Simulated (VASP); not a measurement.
Input:

```
CELL_PARAMETERS angstrom
      2.88000     0.00000     0.00000
      0.00000     2.88000     0.00000
      0.00000     0.00000     2.88000
ATOMIC_POSITIONS crystal
  Cr 0.00000 0.00000 0.00000
  Cr 0.50000 0.50000 0.50000
```
Starting moments (μB, in the order of the record's atoms Cr Cr): 1.5 -1.5.

Calculation: SCAN meta-GGA, VASP's PBE PAW potentials (set 64) (plane waves; VASP 6.6.1). Settings: 520 eV cut-off, 11×11×11 Γ-centred mesh, first-order Methfessel-Paxton smearing of 0.10 eV, potentials Cr_pv.

Energy and stress use the plane-wave basis of the starting cell.

Question: The ions, cell shape and volume are relaxed. Predict the relaxed structure.

Answer: 
```
CELL_PARAMETERS angstrom
      2.95119     0.00000     0.00000
      0.00000     2.95119     0.00000
      0.00000     0.00000     2.95119
ATOMIC_POSITIONS crystal
  Cr 0.00000 0.00000 0.00000
  Cr 0.50000 0.50000 0.50000
```
Space group Im-3m (229), at a tolerance of 0.03 Å. The cell ends with 0.00 μB, on the sites 2.57 -2.57 μB.

Question: How do energy and volume change from the first to the last step?

Answer: The energy (σ→0) changes by -23.8 meV/atom and the volume by +7.6 %, in 4 ionic steps.

The compound is Cr in the bcc, AFM order structure. This run relaxes it. Symmetry was kept, so distortions that lower it aren't found.
